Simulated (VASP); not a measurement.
Computed with RPBE GGA, VASP's PBE PAW potentials (set 64) (plane waves; VASP).

A VASP calculation is set up with these files.

**POSCAR**
```
Si
1
    0.0000000000     2.6925501322     2.6925501322
    2.6925501322     0.0000000000     2.6925501322
    2.6925501322     2.6925501322     0.0000000000
Si
2
Direct
  0.0000000000   0.0000000000   0.0000000000
  0.2500000000   0.2500000000   0.2500000000
```

**KPOINTS**
```
Automatic mesh
0
Gamma
8 8 8
0 0 0
```

**INCAR**
```
# general
SYSTEM  =  Si
PREC    =  Accurate
ENCUT   =  520
LREAL   =  .FALSE.
LASPH   =  .TRUE.

# electronic loop
EDIFF   =  1E-7
NELM    =  100
ALGO    =  Normal

# smearing
ISMEAR  =  0
SIGMA   =  0.05

# functional
GGA     =  RP

# ions
ISIF    =  2

# output
LWAVE   =  .FALSE.
LCHARG  =  .FALSE.
```

POTCAR, in this order: Si (PBE.64 set). Program: vasp_std.

What VASP printed:

OUTCAR:
```
 ion  position               nearest neighbor table
   1  0.000  0.000  0.000-   2 2.33   2 2.33   2 2.33   2 2.33
   2  0.250  0.250  0.250-   1 2.33   1 2.33   1 2.33   1 2.33
  LATTYP: Found a face centered cubic cell.
 ALAT       =     5.3851002644
 Subroutine PRICEL returns:
 Original cell was already a primitive cell.
 Subroutine GETGRP returns: Found 48 space group operations
The static configuration has the point symmetry T_d .
 The point group associated with its full space group is O_h .
The dynamic configuration has the point symmetry T_d .
 Subroutine INISYM returns: Found 48 space group operations
 Subroutine IBZKPT returns following result:
 Found     29 irreducible k-points:

 Following reciprocal coordinates:
            Coordinates               Weight
  0.000000  0.000000  0.000000      1.000000
  0.125000  0.000000  0.000000      8.000000
  0.250000  0.000000  0.000000      8.000000
  0.375000  0.000000  0.000000      8.000000
  0.500000  0.000000  0.000000      4.000000
  0.125000  0.125000  0.000000      6.000000
  0.250000  0.125000  0.000000     24.000000
  0.375000  0.125000  0.000000     24.000000
  0.500000  0.125000  0.000000     24.000000
 -0.375000  0.125000  0.000000     24.000000
 -0.250000  0.125000  0.000000     24.000000
 -0.125000  0.125000  0.000000     12.000000
  0.250000  0.250000  0.000000      6.000000
  0.375000  0.250000  0.000000     24.000000
  0.500000  0.250000  0.000000     24.000000
 -0.375000  0.250000  0.000000     24.000000
 -0.250000  0.250000  0.000000     12.000000
  0.375000  0.375000  0.000000      6.000000
  0.500000  0.375000  0.000000     24.000000
 -0.375000  0.375000  0.000000     12.000000
  0.500000  0.500000  0.000000      3.000000
  0.375000  0.250000  0.125000     24.000000
  0.500000  0.250000  0.125000     48.000000
 -0.375000  0.250000  0.125000     24.000000
  0.500000  0.375000  0.125000     24.000000
 -0.375000  0.375000  0.125000     48.000000
 -0.250000  0.375000  0.125000     24.000000
 -0.375000  0.500000  0.125000     12.000000
 -0.250000  0.500000  0.250000      6.000000
   k-points           NKPTS =     29   k-points in BZ     NKDIM =     29   number of bands    NBANDS=      8
   number of dos      NEDOS =    301   number of ions     NIONS =      2
   total plane-waves  NPLWV =  21952
   dimension x,y,z NGX =    28 NGY =   28 NGZ =   28
   dimension x,y,z NGXF=    56 NGYF=   56 NGZF=   56
   ions per type =               2
   PREC   = accura    normal or accurate (medium, high low for compatibility)
   ISTART =      0    job   : 0-new  1-cont  2-samecut
   ICHARG =      2    charge: 1-file 2-atom 10-const
   ISPIN  =      1    spin polarized calculation?
   LNONCOLLINEAR =      F non collinear calculations
   LSORBIT =      F    spin-orbit coupling
   INIWAV =      1    electr: 0-lowe 1-rand  2-diag
   ENCUT  =  520.0 eV  38.22 Ry    6.18 a.u.   7.08  7.08  7.08*2*pi/ulx,y,z
   NELM   =    100;   NELMIN=  2; NELMDL= -5     # of ELM steps
   EDIFF  = 0.1E-06   stopping-criterion for ELM
   LREAL  =      F    real-space projection
   NLSPLINE    = F    spline interpolate recip. space projectors
   LMAXMIX     =    2 max onsite mixed and CHGCAR
   VOSKOWN=      0    Vosko Wilk Nusair interpolation
   EDIFFG = 0.1E-05   stopping-criterion for IOM
   NSW    =      0    number of steps for IOM
   NBLOCK =      1;   KBLOCK =      1    inner block; outer block
   IBRION =     -1    ionic relax: 0-MD 1-quasi-New 2-CG
   NFREE  =      0    steps in history (QN), initial steepest desc. (CG)
   ISIF   =      2    stress and relaxation
   ISYM   =      2    0-nonsym 1-usesym 2-fastsym
   TEIN   =    0.0    initial temperature
   TEBEG  =    0.0;   TEEND  =   0.0 temperature during run
...
```

OSZICAR:
```
       N       E                     dE             d eps       ncg     rms          rms(c)
DAV:   1     0.853501110486E+01    0.85350E+01   -0.33130E+03   464   0.777E+02
DAV:   2    -0.101375790055E+02   -0.18673E+02   -0.17831E+02   712   0.839E+01
DAV:   3    -0.104302620959E+02   -0.29268E+00   -0.29268E+00   552   0.125E+01
DAV:   4    -0.104319313056E+02   -0.16692E-02   -0.16692E-02   760   0.100E+00
DAV:   5    -0.104319346295E+02   -0.33239E-05   -0.33242E-05   560   0.302E-02    0.597E+00
DAV:   6    -0.103217945462E+02    0.11014E+00   -0.72115E-02   560   0.148E+00    0.366E+00
DAV:   7    -0.102747637802E+02    0.47031E-01   -0.13933E-01   616   0.227E+00    0.171E-01
DAV:   8    -0.102765838703E+02   -0.18201E-02   -0.41712E-03   504   0.497E-01    0.970E-02
DAV:   9    -0.102772396298E+02   -0.65576E-03   -0.98384E-04   608   0.228E-01    0.580E-02
DAV:  10    -0.102772826496E+02   -0.43020E-04   -0.47536E-05   616   0.566E-02    0.133E-02
DAV:  11    -0.102772905986E+02   -0.79491E-05   -0.15518E-05   608   0.304E-02    0.790E-03
DAV:  12    -0.102772906644E+02   -0.65753E-07   -0.87864E-07   592   0.855E-03
   1 F= -.10277291E+02 E0= -.10277291E+02  d E =-.235151E-11
```

File OUTCAR:
```
------------------------ aborting loop because EDIFF is reached ----------------------------------------
  FORCE on cell =-STRESS in cart. coord.  units (eV):
  Direction    XX          YY          ZZ          XY          YZ          ZX
  --------------------------------------------------------------------------------------
  Total        1.4749078      1.4749078      1.4749078      0.0000000      0.0000000     -0.0000000
  in kB       60.5276838     60.5276838     60.5276838      0.0000000      0.0000000     -0.0000000
  external PRESSURE =      60.5276838 kB  Pullay stress =       0.0000000 kB
  volume of cell :       39.04
      direct lattice vectors                 reciprocal lattice vectors
     0.000000000  2.692550132  2.692550132    -0.185697564  0.185697564  0.185697564
     2.692550132  0.000000000  2.692550132     0.185697564 -0.185697564  0.185697564
     2.692550132  2.692550132  0.000000000     0.185697564  0.185697564 -0.185697564
 POSITION                                       TOTAL-FORCE (eV/Angst)
 -----------------------------------------------------------------------------------
      0.00000      0.00000      0.00000        -0.000000      0.000000     -0.000000
      1.34628      1.34628      1.34628         0.000000     -0.000000      0.000000
 -----------------------------------------------------------------------------------
    total drift:                                0.000000      0.000000     -0.000000
  FREE ENERGIE OF THE ION-ELECTRON SYSTEM (eV)
  ---------------------------------------------------
  free  energy   TOTEN  =       -10.2772906644 eV

  energy  without entropy=      -10.2772906644  energy(sigma->0) =      -10.27729066
```
(Selected blocks of OUTCAR.)

The compound is Si in the diamond structure. This cell is one point of a volume scan, at 0.94 of the reference volume.
